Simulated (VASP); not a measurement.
Given:

```
CELL_PARAMETERS angstrom
     -0.00087     5.89116     5.88684
      5.89116    -0.00087     5.88684
      2.94515     2.94515     0.00000
ATOMIC_POSITIONS crystal
  Cd 0.99335 0.99335 0.01329
  Cd 0.99625 0.51001 0.99374
  Cd 0.51001 0.99625 0.99374
  Cd 0.50036 0.50036 0.99929
  Se 0.12583 0.12583 0.24834
  S  0.12640 0.62346 0.25013
  S  0.62346 0.12640 0.25013
  S  0.62434 0.62434 0.25133
```

Level of theory: PBEsol GGA, VASP's PBE PAW potentials (set 64) (plane waves; VASP 6.6.1). Settings: 400 eV cut-off, Gaussian smearing of 0.050 eV, potentials Cd Se S.

Problem. Give the energies of bands 27 to 40 at the high-symmetry points, in eV from the valence-band maximum.

Solution. 
| band | Γ | Y | C0 | Z | A0 | T | S | R |
|---|---|---|---|---|---|---|---|---|
| 27 | -4.14 | -2.58 | -2.88 | -3.73 | -4.02 | -4.15 | -2.75 | -4.05 |
| 28 | -2.03 | -2.50 | -2.81 | -3.62 | -3.99 | -4.14 | -2.66 | -3.94 |
| 29 | -2.02 | -2.19 | -2.60 | -2.44 | -2.07 | -2.09 | -2.16 | -2.23 |
| 30 | -0.99 | -2.13 | -1.52 | -2.44 | -2.03 | -2.02 | -2.04 | -2.19 |
| 31 | -0.88 | -1.28 | -1.37 | -2.38 | -2.01 | -2.01 | -1.60 | -2.14 |
| 32 | -0.87 | -1.28 | -1.23 | -2.35 | -1.93 | -1.95 | -1.40 | -1.92 |
| 33 | -0.76 | -1.17 | -1.23 | -2.15 | -1.43 | -1.00 | -0.64 | -1.61 |
| 34 | -0.07 | -1.01 | -1.03 | -2.08 | -1.15 | -0.86 | -0.64 | -1.58 |
| 35 | -0.06 | -0.99 | -0.99 | -1.02 | -0.98 | -0.80 | -0.35 | -1.42 |
| 36 | 0.00 | -0.55 | -0.39 | -0.73 | -0.92 | -0.69 | -0.27 | -1.22 |
| 37 | 0.77 | 3.28 | 3.25 | 3.92 | 3.07 | 2.59 | 2.39 | 3.76 |
| 38 | 2.60 | 3.33 | 3.36 | 4.00 | 3.18 | 2.70 | 2.52 | 3.83 |
| 39 | 2.71 | 3.95 | 3.45 | 5.14 | 3.36 | 3.08 | 3.81 | 3.95 |
| 40 | 3.20 | 4.03 | 4.18 | 5.15 | 3.56 | 3.30 | 3.97 | 3.96 |

The gap is direct, 0.77 eV, from the valence maximum at Γ to the conduction minimum at Γ.

The structure was generated: Cd4S3Se was put into an ordered model structure (Amm2), which need not be its known phase. It was relaxed first.
